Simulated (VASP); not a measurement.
A convergence study with VASP on Cl (space group no. 64 when undisturbed): one setting is varied, all else stays as given below, so the limit is that of these other settings. One atom is moved off its site, so that forces are finite.

```
CELL_PARAMETERS angstrom
      2.24672    -3.12936     0.00000
      2.24672     3.12936     0.00000
      0.00000     0.00000     8.28478
ATOMIC_POSITIONS crystal
  Cl 0.87700 0.87700 0.90304
  Cl 0.62300 0.62300 0.39700
  Cl 0.37700 0.37700 0.60300
  Cl 0.12300 0.12300 0.10300
```

Computed with PBEsol GGA, VASP's PBE PAW potentials (set 64) (plane waves; VASP). The tightest run used: 720 eV cut-off, 7×7×3 Γ-centred mesh, Fermi-Dirac smearing of 0.010 eV, potentials Cl.

Gaps are read on the run's mesh, which can miss a band edge.

The settings run are ENCUT = 105; ENCUT = 120; ENCUT = 135; ENCUT = 150; ENCUT = 165; ENCUT = 180; ENCUT = 210; ENCUT = 240; ENCUT = 270; ENCUT = 330; ENCUT = 360; ENCUT = 405; ENCUT = 450; ENCUT = 525; ENCUT = 600; ENCUT = 720. From which on does the energy per atom stay within 0.002 eV/atom of the tightest run?

From ENCUT = 330 on: it is off by 0.0001 there and by no more than 0.002 in any finer run, while ENCUT = 270 is off by 0.0112.
```tsv
setting	E (eV/atom)	pressure (GPa)	largest force (eV/Å)	gap on the mesh (eV)	plane waves	difference judged (eV/atom)
ENCUT = 105	-2.7271	-90.31	3.538	1.928	292	0.7354
ENCUT = 120	-2.3201	-69.10	3.565	2.222	360	0.3284
ENCUT = 135	-2.1996	-51.75	2.783	2.269	422	0.2079
ENCUT = 150	-1.9818	-38.20	1.789	2.321	499	0.0099
ENCUT = 165	-1.9468	-27.80	1.031	2.367	577	0.0450
ENCUT = 180	-1.9538	-20.10	0.568	2.447	651	0.0380
ENCUT = 210	-1.9588	-10.18	0.557	2.422	824	0.0330
ENCUT = 240	-1.9682	-5.06	0.540	2.425	995	0.0235
ENCUT = 270	-1.9805	-2.56	0.527	2.440	1190	0.0112
ENCUT = 330	-1.9916	-1.09	0.549	2.443	1605	0.0001
ENCUT = 360	-1.9926	-1.00	0.552	2.443	1829	0.0009
ENCUT = 405	-1.9922	-1.03	0.553	2.443	2167	0.0005
ENCUT = 450	-1.9915	-1.06	0.553	2.444	2543	0.0003
ENCUT = 525	-1.9912	-1.02	0.552	2.444	3206	0.0005
ENCUT = 600	-1.9915	-0.98	0.553	2.444	3913	0.0002
ENCUT = 720	-1.9917	-0.98	0.553	2.444	5137	0.0000
```

Left out are rungs that failed or repeat a setting and relaxations that didn't move; long series are thinned to 24 rows.

The structure is a typed Cl crystal (space group no. 64). The cell was not relaxed at this level, it is distorted from the ideal structure.
